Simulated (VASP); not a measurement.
```
CELL_PARAMETERS angstrom
     -1.81479     1.81479     4.44177
      1.81479    -1.81479     4.44177
      1.81479     1.81479    -4.44177
ATOMIC_POSITIONS crystal
  Hf 0.00000 0.00000 0.00000
  Au 0.33530 0.33530 0.00000
  Au 0.66470 0.66470 0.00000
```

Method: LDA (Ceperley-Alder, Perdew-Zunger), VASP's LDA PAW potentials (set 64) (plane waves; VASP). Run with 300 eV cut-off, 7×7×7 Γ-centred mesh, Gaussian smearing of 0.10 eV, potentials Hf_pv Au.

At this cut-off the stress carries a Pulay error, which pulls relaxed volumes low. Energy and stress use the plane-wave basis of the starting cell.

Question: The ions, cell shape and volume are relaxed. Which structure does the run end with?

Answer: 
```
CELL_PARAMETERS angstrom
     -1.74382     1.74382     4.30168
      1.74382    -1.74382     4.30168
      1.74382     1.74382    -4.30168
ATOMIC_POSITIONS crystal
  Hf 0.00000 0.00000 0.00000
  Au 0.33215 0.33215 0.00000
  Au 0.66785 0.66785 0.00000
```
Space group I4/mmm (139), at a tolerance of 0.03 Å.

Question: How do energy and volume change from the first to the last step?

Answer: The energy (σ→0) changes by -118.9 meV/atom and the volume by -10.6 %, in 11 ionic steps.

The structure was generated: HfAu2 was put into an ordered model structure, which need not be its known phase. This run relaxes it. Symmetry was kept, so distortions that lower it aren't found. The k-mesh is coarse (spacing up to 0.36 per Å, 2π included), so the numbers may not be converged in it. The run is one of a series of settings (EDIFFG = -0.01, IBRION = 2, ISIF = 3, NSW = 50 against the base run), some of them coarse on purpose.
